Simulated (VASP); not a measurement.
Energy against volume of Pb (fcc). All values below come from vdW-DF2, VASP's PBE PAW potentials (set 64) (plane waves; VASP). Numerical set-up: 520 eV cut-off, 12×12×12 Γ-centred mesh, first-order Methfessel-Paxton smearing of 0.10 eV, potentials Pb_d.

| V (Å³/atom) | E (eV/atom) |
|---|---|
| 33.592 | -0.12283 |
| 34.664 | -0.13654 |
| 35.737 | -0.14258 |
| 36.809 | -0.14192 |

Fit these four points and predict the energy of the run at 37.881 Å³/atom.

A cubic in V^(−2/3), the third-order Birch-Murnaghan form, passes through the four points with V0 = 36.15 Å³/atom and B0 = 32 GPa, and gives -0.1354 eV/atom there. The run gave -0.1354 eV/atom, +0.0 meV/atom from the fit; all five points give B0 = 32 GPa.

The compound is Pb in the fcc structure. It was relaxed first, which changed the volume by +19 %.
